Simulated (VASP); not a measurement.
Computed with r2SCAN meta-GGA, VASP's PBE PAW potentials (set 64) (plane waves; VASP 6.6.1).

A VASP calculation is set up with these files.

### KPOINTS
```
K-points
0
gamma
 8 8 8
```

**INCAR**
```
ALGO = Normal
EDIFF = 1E-6
EDIFFG = -0.01
ENCUT = 400
IBRION = 2
ISIF = 3
ISMEAR = 0
LASPH = T
LCHARG = F
LMAXMIX = 4
LMIXTAU = T
LREAL = F
LWAVE = F
METAGGA = R2SCAN
NELM = 100
NSW = 60
PREC = Accurate
SIGMA = 0.05
SYSTEM = ZnS
```

POSCAR:
```
ZnS
1.0
  0.0000000000   2.6211700000   2.6211700000
  2.6211700000   0.0000000000   2.6211700000
  2.6211700000   2.6211700000   0.0000000000
Zn S
1 1
Direct
  0.0000000000   0.0000000000   0.0000000000
  0.2500000000   0.2500000000   0.2500000000
```

POTCAR, in this order: Zn S (PBE.64 set). Program: vasp_std.

Energy and stress use the plane-wave basis of the starting cell.

Q: Estimate the energy per atom (σ→0), volume per atom, band gap (on the k-mesh).

A: 
The energy per atom (σ→0) comes out as -9.427 eV/atom and the band gap (on the k-mesh) comes out as 2.74 eV. The volume per atom is 19.46 Å³/atom.

**OSZICAR**
```
...
DAV:   5    -0.188537631953E+02   -0.14096E-02   -0.26085E-03   769   0.569E-01    0.379E-01
DAV:   6    -0.188530759282E+02    0.68727E-03   -0.21664E-03  1084   0.528E-01    0.117E-01
DAV:   7    -0.188529293275E+02    0.14660E-03   -0.53708E-04   754   0.268E-01    0.688E-02
DAV:   8    -0.188529641804E+02   -0.34853E-04   -0.29418E-04   754   0.191E-01    0.233E-02
DAV:   9    -0.188530746104E+02   -0.11043E-03   -0.98795E-05   754   0.108E-01    0.230E-02
DAV:  10    -0.188530764114E+02   -0.18011E-05   -0.50771E-06   809   0.282E-02    0.109E-02
DAV:  11    -0.188530772509E+02   -0.83952E-06   -0.60190E-07   572   0.936E-03
   3 F= -.18853077E+02 E0= -.18853077E+02  d E =-.633695E-01
```

The structure was generated: ZnS was put into the zinc blende type (F-43m), which need not be its known phase. This run relaxes it. Symmetry was kept, so distortions that lower it aren't found.
